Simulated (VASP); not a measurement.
Ti2Zr2N4 (ordered alloy cell): computed properties

These are PBEsol GGA, VASP's PBE PAW potentials (set 64) (plane waves; VASP) values and carry that method's errors.

```json
{
 "space_group": "P4/mmm (123)",
 "cell": "a = 3.120 Å, b = 3.120 Å, c = 4.402 Å, α = 90.00°, β = 90.00°, γ = 90.00°",
 "volume_per_atom": "10.71 Å³/atom",
 "band gap (on the k-mesh)": "none (metal, semimetal or under 0.01 eV)",
 "density": "6.47 g/cm³"
}
```

```xyz
8
Lattice="4.4126 0.0000 0.0000 0.0000 4.4126 0.0000 0.0000 0.0000 4.4022" Properties=species:S:1:pos:R:3 pbc="T T T"
Zr     0.0000     0.0000     0.0000
Zr     2.2063     2.2063     0.0000
N      2.2063     2.2063     2.2011
N      0.0000     0.0000     2.2011
N      0.0000     2.2063     0.0000
N      2.2063     0.0000     0.0000
Ti     2.2063     0.0000     2.2011
Ti     0.0000     2.2063     2.2011
```

The structure was generated: Ti2Zr2N4 was put into an ordered model structure (P4/mmm), which need not be its known phase. It was relaxed first. Symmetry was kept, so distortions that lower it aren't found.
